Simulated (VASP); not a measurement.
```
Cl
1.0
    2.23574    -3.11407     0.00000
    2.23574     3.11407     0.00000
    0.00000     0.00000     8.24431
Cl
4
Cartesian
  3.92149   0.00000   7.39514
  2.78574   0.00000   3.27299
  1.68575   0.00000   4.97132
  0.54999   0.00000   0.84916
```

All values below come from PBE GGA, VASP's PBE PAW potentials (set 64) (plane waves; VASP). Settings: 300 eV cut-off, 5×5×2 Γ-centred mesh shifted by (0.5, 0.5, 0.5), Fermi-Dirac smearing of 0.020 eV, potentials Cl.

At this cut-off the stress carries a Pulay error, which pulls relaxed volumes low.

**Question.** Which forces act on the atoms, in eV/Å?

**Answer.** 
```tsv
atom	Fx	Fy	Fz
Cl1	0.169	0.000	0.166
Cl2	-0.169	0.000	0.166
Cl3	0.169	0.000	-0.166
Cl4	-0.169	0.000	-0.166
```

**Question.** Give the stress tensor in GPa (positive for a compressed cell).

**Answer.** 
```
-0.45   0.00   0.00
 0.00   0.83   0.00
 0.00   0.00  -1.14
```
The pressure is its mean diagonal, -0.25 GPa.

The structure is a typed Cl crystal. The cell was not relaxed at this level.
